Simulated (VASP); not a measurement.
A VASP calculation is set up with these files.

KPOINTS:
```
Automatic
0
G
14 14 8
0 0 0
```

**POSCAR**
```
Tc
4.390
  0.3120728929  -0.5405261959   0.0000000000
  0.3120728929   0.5405261959   0.0000000000
  0.0000000000   0.0000000000   1.0000000000
Tc
2
Cart
  0.3120728929   0.1801757590   0.2500000000
  0.3120728929  -0.1801757590   0.7500000000
```

INCAR:
```
# general
SYSTEM   =  Tc
PREC     =  Accurate
ENCUT    =  400
LREAL    =  .False.
LASPH    =  .True.

# electronic loop
EDIFF    =  1E-6
NELM     =  100
ALGO     =  Normal
LMAXMIX  =  4

# smearing
ISMEAR   =  0
SIGMA    =  0.02

# functional
GGA      =  PE

# ions
ISIF     =  2

# output
LWAVE    =  .False.
LCHARG   =  .False.
```

POTCAR, in this order: Tc_pv (PBE.64 set). Program: vasp_std.

Question: Translate this PBE calculation to Ansatz.

Answer: One equivalent input (not run):
Ansatz 0.2 input:
```yaml
crystal:
  lattice:
    - [1.3700000, -2.3729100, 0.0000000]
    - [1.3700000, 2.3729100, 0.0000000]
    - [0.0000000, 0.0000000, 4.3900000]
  atoms:
    - { symbol: Tc, position: [0.3333330, 0.6666670, 0.2500000] }
    - { symbol: Tc, position: [0.6666670, 0.3333330, 0.7500000] }
kpoints:
  mp_grid: { grid: [14, 14, 8] }
hamiltonian:
  xc: pbe
  pseudopotentials: { kind: paw }
scf:
  occupations: { method: gaussian, width: 0.02 }
  max_iter: 100
output: { forces: true, stress: true, eigenvalues: true }
```
What does not carry over: each code has its own PAW files, so the cut-off isn't converted (ENCUT is set for VASP's; basis.ecutwfc is left out, and Ansatz then takes the one that its files recommend); Ansatz stops its SCF on the density residual and VASP on the energy change (EDIFF).

The compound is Tc in the hcp structure. The cell was not relaxed at this level. The run is one of a series of settings (ISMEAR = 0, SIGMA = 0.02 against the base run), some of them coarse on purpose.
